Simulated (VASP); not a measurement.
# A VASP study of LaBi (LDA): structure first, properties next, part 5 of 5

What structure and properties does LDA give LaBi, and how near are they to the measured ones? The start is a computed cell from the Materials Project.

VASP 6.6.1, plane waves and PAW; the level of theory is named at each step.

Still holding for the runs below: The k-mesh is coarse for a metal.

So far. Step 13 (Volume scan with LDA, volume scale 1.06): The pressure falls from -2.07 to -2.94 GPa. The parabola predicted -2.92 GPa, +0.03 GPa off. Step 15 (Fit for LDA): The fitted volume lies +0.10 % from the relaxed one. At a finite cutoff and mesh the minimum of the energy and the zero of the stress don't quite coincide, and the relaxation stops at a threshold. The relaxed cell has a = 6.504 Å (conventional setting).

## 16. Band structure (LDA + SOC) (continued)

Level of this step: LDA, spin-orbit coupling; plane waves and PAW (La, Bi_d) (VASP).

From OUTCAR (step 16):

```text
   k-points           NKPTS =     16   k-points in BZ     NKDIM =     16   number of bands    NBANDS=     38

   NELECT =      26.0000    total number of electrons

 E-fermi :   7.1757

 k-point     1 :       0.0000    0.0000    0.0000
  band No.  band energies     occupation
    ...
     18      -8.4379      1.00000
     19      -3.5179      1.00000
     20      -3.5179      1.00000
     21       6.0280      1.00000
     22       6.0280      1.00000
     23       7.6283     -0.00312
     24       7.6283     -0.00312
     25       7.6283     -0.00312
     26       7.6283     -0.00312
     27       8.1640     -0.00000
    ...

  Total       -0.1579219     -0.1579219     -0.1579219      0.0000000      0.0000000     -0.0000000
  in kB       -3.6792276     -3.6792276     -3.6792276      0.0000000      0.0000000     -0.0000000
  external PRESSURE =      -3.6792276 kB  Pullay stress =       0.0000000 kB

 POSITION                                       TOTAL-FORCE (eV/Angst)
 -----------------------------------------------------------------------------------
      3.25179      3.25179      3.25179         0.000000     -0.000000      0.000000
      0.00000      0.00000      0.00000         0.000000      0.000000     -0.000000
 -----------------------------------------------------------------------------------
    total drift:                                0.000000      0.000000      0.000000

  FREE ENERGIE OF THE ION-ELECTRON SYSTEM (eV)
  ---------------------------------------------------
  free  energy   TOTEN  =       -13.4010619568 eV

  energy  without entropy=      -13.4000386104  energy(sigma->0) =      -13.40072084

 Spin-Orbit-Coupling matrix elements
 Ion:    1  E_soc:     -0.6346483
 Ion:    2  E_soc:     -1.6353070

 magnetization (x)
# of ion       s       p       d       f       tot
--------------------------------------------------
    1       -0.000  -0.000   0.000   0.000  -0.000
    2       -0.000   0.000   0.000   0.000  -0.000
--------------------------------------------------
tot         -0.000   0.000   0.000   0.000  -0.000

 magnetization (y)
# of ion       s       p       d       f       tot
--------------------------------------------------
    1        0.000  -0.000   0.000  -0.000  -0.000
    2       -0.000  -0.000  -0.000   0.000  -0.000
--------------------------------------------------
tot         -0.000  -0.000   0.000  -0.000  -0.000

 magnetization (z)
# of ion       s       p       d       f       tot
--------------------------------------------------
    1        0.000   0.000   0.000   0.000   0.000
    2       -0.000  -0.000   0.000   0.000  -0.000
--------------------------------------------------
tot          0.000   0.000   0.000   0.000   0.000

[... 6 parts as in an earlier step ...]

[... 10 further parts left out ...]
```

Numbers from this step:

```yaml
bands: 38
irreducible_k_points: 16
free_energy_toten: -13.40 eV
energy_at_zero_smearing: -13.40 eV
fermi_energy: 7.176 eV
pressure: -0.3679 GPa
```

On-site spin-orbit energy by atom:

```
atom  on-site spin-orbit energy (eV)
 La1                           -0.63
 Bi2                           -1.64
```

The electronic bands at the labelled points (eV, zero at the Fermi level; # counts the bands kept):

```
          point     #3     #4     #5     #6    #7    #8    #9   #10
              Γ   0.45   0.45   0.45   0.45  0.99  0.99  0.99  0.99
0.47 of the way  -0.88  -0.88  -0.08  -0.08  0.15  0.15  1.56  1.56
              X  -0.86  -0.86  -0.48  -0.48  0.06  0.06  1.60  1.60
0.53 of the way  -1.37  -1.37  -0.99  -0.99  0.65  0.65  1.57  1.57
              W  -1.46  -1.46  -1.43  -1.43  1.32  1.32  1.37  1.37
0.47 of the way  -1.59  -1.59  -1.23  -1.23  1.05  1.05  1.50  1.50
              K  -1.65  -1.65  -1.04  -1.04  0.77  0.77  1.57  1.57
0.47 of the way  -1.67  -1.67  -1.03  -1.03  1.31  1.31  1.40  1.40
              Γ   0.45   0.45   0.45   0.45  0.99  0.99  0.99  0.99
0.47 of the way  -1.24  -1.24  -0.74  -0.74  1.06  1.06  1.39  1.39
              L  -2.19  -2.19  -1.55  -1.55  1.43  1.43  1.58  1.58
0.47 of the way  -2.01  -2.01  -1.41  -1.41  1.36  1.36  1.54  1.54
              U  -1.65  -1.65  -1.04  -1.04  0.77  0.77  1.57  1.57
0.53 of the way  -1.59  -1.59  -1.23  -1.23  1.05  1.05  1.50  1.50
              W  -1.46  -1.46  -1.43  -1.43  1.32  1.32  1.37  1.37
0.47 of the way  -1.90  -1.90  -1.35  -1.35  1.37  1.37  1.46  1.46
              L  -2.19  -2.19  -1.55  -1.55  1.43  1.43  1.58  1.58
0.47 of the way  -2.01  -2.01  -1.41  -1.41  1.36  1.36  1.54  1.54
              K  -1.65  -1.65  -1.04  -1.04  0.77  0.77  1.57  1.57
      jump to U  -1.65  -1.65  -1.04  -1.04  0.77  0.77  1.57  1.57
0.47 of the way  -1.30  -1.30  -0.59  -0.59  0.23  0.23  1.59  1.59
              X  -0.86  -0.86  -0.48  -0.48  0.06  0.06  1.60  1.60
```

Of the projections kept (La, Bi), the largest for each band there; the rest of the weight can lie on other orbitals:

```
point       #3       #4       #5       #6       #7       #8       #9      #10
    Γ  La 0.60  La 0.60  La 0.60  La 0.60  La 0.93  La 0.93  La 0.93  La 0.93
    X  Bi 0.75  Bi 0.75  La 0.90  La 0.90  Bi 0.57  Bi 0.57  La 1.00  La 1.00
    W  Bi 0.61  Bi 0.61  Bi 0.63  Bi 0.63  La 0.94  La 0.94  La 0.95  La 0.95
    K  Bi 0.65  Bi 0.65  Bi 0.60  Bi 0.60  La 0.86  La 0.86  La 0.99  La 0.99
    Γ  La 0.60  La 0.60  La 0.60  La 0.60  La 0.93  La 0.93  La 0.93  La 0.93
    L  Bi 0.62  Bi 0.62  Bi 0.54  Bi 0.54  La 0.99  La 0.99  La 1.00  La 1.00
```

At these settings, which differ from those of the relaxation, the cell is under a tension of 0.4 GPa.

## 17. Summary of results

| Item | Value |
| --- | --- |
| relaxed volume | 34.38 Å³/atom |
| relaxed conventional cell a, b, c | 6.504, 6.504, 6.504 Å |
| space group after relaxing, within 0.02 Å | Fm-3m (No. 225) |
| band gap | none, a metal |
| DOS at the Fermi level | 0.209 states/eV/cell |
| bulk modulus from the fit | 56.9 GPa |
| volume from the fit | 34.4 Å³/atom |
| band gap (LDA + SOC) | none, a metal |

With LDA, LaBi relaxes to 34.38 Å³/atom in space group Fm-3m (held by the symmetry of the run), comes out as a metal and has a bulk modulus of 56.9 GPa. Band structure (LDA): Of the bands kept, 4 cross the Fermi level on this path. Band structure (LDA + SOC): Of the bands kept, 6 cross the Fermi level on this path (spinor bands, one electron each). The k-sampling is coarse for a metal, so the Fermi level, pressures and the shape of the cell carry errors. No search among competing phases was made, and a listed structure need not be the one stable at ambient conditions. All values are for a static lattice at zero temperature.

Computed beside measured:

```
          quantity  measured  Birch-Murnaghan fit, LDA
bulk modulus (GPa)        52               57 (+9.5 %)
```

Measured values from arxiv:1607.03560 (2016).

**Verdict.** The bulk modulus is off by +9.5 %: fair agreement. The grades are ours: good and fair within 5 and 12 % for the bulk modulus. For bulk modulus the calculation has a static lattice, without zero-point motion or thermal expansion.

[Lines on the potential files, build, host, timing and source positions are cut from VASP's logs without a mark.]

[Logs are printed without paths, hosts, clocks, repeated set-up lines and the standing remarks that a program may print on its own settings, such as how far it seeks lower states.]

[Hosts, paths, dates, database ids (printed as entryN), source tags and the programs' standing remarks are cut or masked in the printed files.]

[A measured line is paired with the nearest computed mode of its activity, which favours agreement.]
